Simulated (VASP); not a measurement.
Consider the following.

```
WC
1.0
    0.00000     2.34247     2.34247
    2.34247     0.00000     2.34247
    2.34247     2.34247     0.00000
W C
1 1
Cartesian
  0.00000   0.00000   0.00000
  1.17123   1.17123   1.17123
```

Method: r2SCAN meta-GGA, VASP's PBE PAW potentials (set 64) (plane waves; VASP). Settings: 520 eV cut-off, 15×15×15 Γ-centred mesh, tetrahedra with Blöchl corrections, potentials W_sv C.

Task: Give the energies of bands 6 to 12 at the high-symmetry points, in eV from the Fermi level.

Result: 
```
band      Γ      X      U      L      W
----  -----  -----  -----  -----  -----
6     -6.11  -7.75  -6.87  -5.99  -6.31
7     -6.11  -3.00  -3.85  -5.33  -5.05
8     -6.11  -3.00  -3.77  -5.33  -3.36
9     -0.06  -2.34  -2.62   0.84  -2.29
10    -0.06   1.61   0.48   0.84   0.07
11     2.82   1.98   1.75   1.19   1.79
12     7.92   2.81   4.57   5.22   3.73
```

It has no gap at this level: it comes out as a metal or semimetal.

The structure was generated: WC was put into the zinc blende type (F-43m), which need not be its known phase. It was relaxed first, which changed the volume by -38 %.
